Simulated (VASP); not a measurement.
Consider the following.

```yaml
crystal:
  lattice:
    - [0.00000, 2.75294, 2.75294]
    - [2.75294, 0.00000, 2.75294]
    - [2.75294, 2.75294, 0.00000]
  atoms:
    - { symbol: Ga, position: [0.00000, 0.00000, 0.00000] }
    - { symbol: P, position: [0.25000, 0.25000, 0.25000] }
```

Level of theory: HSEsol screened hybrid, VASP's PBE PAW potentials (set 64) (plane waves; VASP). Numerical set-up: 520 eV cut-off, 6×6×6 Γ-centred mesh, Gaussian smearing of 0.050 eV, potentials Ga_d P.

Question: Estimate the energy per atom (σ→0), pressure, band gap (over the mesh, the named points and PBE's band edges) with the smallest direct gap where there is one.

Answer: 
```json
{
  "band gap (over the mesh, the named points and PBE's band edges)": "2.26 eV",
  "smallest direct gap (over the mesh, the named points and PBE's band edges)": "2.44 eV",
  "energy per atom (σ→0)": "-5660 meV/atom",
  "pressure": "-4.05 GPa"
}
```

Total energies compare only between runs with the same potentials, cut-off and functional.

The compound is GaP in the zinc blende structure. It was relaxed first.
